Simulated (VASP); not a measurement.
Consider the following.

```xyz
3
Lattice="3.7614 0.0000 0.0000 -1.8807 3.2575 0.0000 0.0000 0.0000 6.2425" Properties=species:S:1:pos:R:3 pbc="T T T"
Mg     0.0000     0.0000     0.0000
Br     0.0000     2.1717     1.4575
Br     1.8807     1.0858     4.7850
```

These are LDA (Ceperley-Alder, Perdew-Zunger), VASP's LDA PAW potentials (set 64) (plane waves; VASP) values and carry that method's errors. Settings: 300 eV cut-off, 10×10×6 Γ-centred mesh, Gaussian smearing of 0.010 eV, potentials Mg Br.

### Question
Give the energies of bands 3 to 11 at the high-symmetry points, in eV from the valence-band maximum.

### Answer

```
band      Γ      M      K      A      L      H
----  -----  -----  -----  -----  -----  -----
3     -3.67  -3.84  -3.47  -2.87  -3.92  -3.29
4     -0.61  -3.08  -2.66  -1.39  -3.44  -3.00
5     -0.61  -1.83  -2.66  -0.54  -1.36  -3.00
6     -0.15  -1.50  -1.96  -0.54  -1.16  -2.26
7     -0.15  -0.89  -1.18  -0.22  -0.81  -0.59
8      0.00  -0.56  -1.18  -0.22  -0.75  -0.59
9      4.33   5.26   5.85   5.58   5.21   6.84
10     5.75   6.57   8.87   5.79   6.32   7.40
11     8.79   6.94   8.90   8.63   7.15   7.40
```

The gap is direct, 4.33 eV, from the valence maximum at Γ to the conduction minimum at Γ.

The structure comes from a computed database's MgBr2 entry (P-3m1); how it stands against other phases isn't given here. The cell was not relaxed at this level.
